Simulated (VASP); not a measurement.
# SrTiO3: energy against volume

SrTiO3 (cubic perovskite, Pm-3m, 11.831 Å³/atom and stress up to 0.24 GPa in the relaxed cell, cube axes along x, y and z) under an equal strain ε along all three axes. PBEsol in VASP (plane waves, PAW), 600 eV, 8×8×8 Γ-centred mesh, Gaussian smearing 0.05 eV; ions are relaxed, or left where forces stay under 0.02 eV/Å, within the symmetry of each cell.

Here V stands for volume and E for E less E0.

| volume (Å³/atom) | E less E0 (meV/atom) | pressure (GPa) |
|---|---|---|
| 10.7979 | ? | ? |
| 11.1353 | 26.81 | 12.53 |
| 11.3066 | 14.93 | 9.00 |
| 11.4797 | 6.60 | 5.70 |
| 11.6545 | 1.67 | 2.62 |
| 11.8311 | 0.00 | -0.24 |
| 12.0094 | 1.38 | -2.91 |
| 12.1896 | 5.69 | -5.39 |
| 12.3715 | 12.74 | -7.71 |
| 12.5552 | 22.47 | -9.85 |

Using the third-order Birch-Murnaghan form, a cubic in V^(-2/3), estimate the missing E at V = 10.7979 from the other rows, showing the fit.

With u = V^(-2/3) - 0.193, the rows have u = 0.007539, 0.005508, 0.003508, 0.001538, -0.000403, -0.002314, -0.004198, -0.006053, -0.007881. Least squares gives E = 0.088 + 399.12·u + 414173·u² + 412372·u³. Residuals (row less fit): -0.004, 0.010, -0.003, -0.013, 0.006, 0.003, 0.009, -0.015, 0.005; standard error 0.012 (degrees of freedom: 5). Its minimum lies at u = -0.000482, so V0 = (0.192518)^(-3/2) = 11.84. There d²E/du² = 827200 and d³E/du³ = 2474000, so B0 = (4/9) × 11.84^(-7/3) × 827200 × 0.160218 = 184 GPa (the last factor turns the table's units into GPa), and B0' = 4 + (2/3) × 0.192518 × (2474000)/827200 = 4.4. B0' rests on the cubic coefficient alone and has a standard error of 0.1 from these residuals. At the withheld row, u = 0.011695, so E = 0.088 + 399.12 × 0.011695 + 414173 × 0.011695² + 412372 × 0.011695³ = 62.063 meV/atom. The calculation gives 62.04 meV/atom, 0.023 meV/atom below the prediction (0.0 % of the range of E in the table). The row lies outside the fitted rows, so this is an extrapolation. From the scatter of the fitted rows alone, a prediction at this place has a standard error of 0.056 meV/atom, so the miss is 0.4 times that.

The primitive cell can neither tilt nor turn polar against its symmetry, as such crystals can under strain. Other structures, which can take over under pressure, weren't tried. The same form fitted to the pressure column gives B0' = 4.4; series where the two differ by over 0.4 aren't shown. SrTiO3 is here the ideal cubic form; the compound distorts at low or room temperature. Rows are the converged runs of the series near zero and its far end, less any whose ions stayed unrelaxed beside relaxed ones; series whose fitted rows scatter by over a few per cent of the range, as at a crossing or softening among them, aren't shown in this form.
